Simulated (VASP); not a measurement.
An input for Ansatz (written as the equivalent of a VASP run, and not itself run):

Ansatz 0.2 input:
```yaml
crystal:
  lattice:
    - [4.5310539, 0.0000000, 0.0000000]
    - [0.0000000, 4.5310539, 0.0000000]
    - [0.0000000, 0.0000000, 3.0263544]
  atoms:
    - { symbol: Mg, position: [0.0000000, 1.0000000, 0.0000000] }
    - { symbol: Mg, position: [0.5000000, 0.5000000, 0.5000000] }
    - { symbol: H, position: [0.3041267, 0.3041267, 1.0000000] }
    - { symbol: H, position: [0.8041267, 0.1958733, 0.5000000] }
    - { symbol: H, position: [0.1958733, 0.8041267, 0.5000000] }
    - { symbol: H, position: [0.6958733, 0.6958733, 0.0000000] }
kpoints:
  mp_grid: { grid: [5, 5, 7] }
hamiltonian:
  xc: revpbe
  pseudopotentials: { kind: paw }
scf:
  occupations: { method: gaussian, width: 0.05 }
  max_iter: 100
relax:
  max_steps: 60
  f_tol: 0.02
  cell: {}
output: { forces: true, stress: true, eigenvalues: true }
```

Q: Write the VASP files for the same calculation (revPBE).

A: Several could match; the one computed here: 
### KPOINTS
```
K-points
0
gamma
  5 5 7
```

**INCAR**
```
# general
SYSTEM = MgH2
PREC   = Accurate
ENCUT  = 520
LREAL  = F
LASPH  = T

# electronic loop
EDIFF  = 1E-6
NELM   = 100
ALGO   = Normal

# smearing
ISMEAR = 0
SIGMA  = 0.05

# functional
GGA    = RE

# ions
IBRION = 2
NSW    = 60
ISIF   = 3
EDIFFG = -0.02

# output
LWAVE  = F
LCHARG = F
```

### POSCAR
```
MgH2
1
    4.5310539286    -0.0000000000     0.0000000000
   -0.0000000000     4.5310539286     0.0000000000
    0.0000000000     0.0000000000     3.0263544014
Mg H
2 4
Direct
  0.0000000000   1.0000000000   0.0000000000
  0.5000000000   0.5000000000   0.5000000000
  0.3041266991   0.3041266991   1.0000000000
  0.8041266991   0.1958733009   0.5000000000
  0.1958733009   0.8041266991   0.5000000000
  0.6958733009   0.6958733009   0.0000000000
```

POTCAR, in this order: Mg H (PBE.64 set). Program: vasp_std.

What does not carry over: each code has its own PAW files, so the cut-off isn't converted (ENCUT is set for VASP's; basis.ecutwfc is left out, and Ansatz then takes the one that its files recommend); Ansatz stops its SCF on the density residual and VASP on the energy change (EDIFF).

The compound is MgH2 in the rutile structure. This run relaxes it. Symmetry was kept, so distortions that lower it aren't found. The start is the result of an earlier pass.
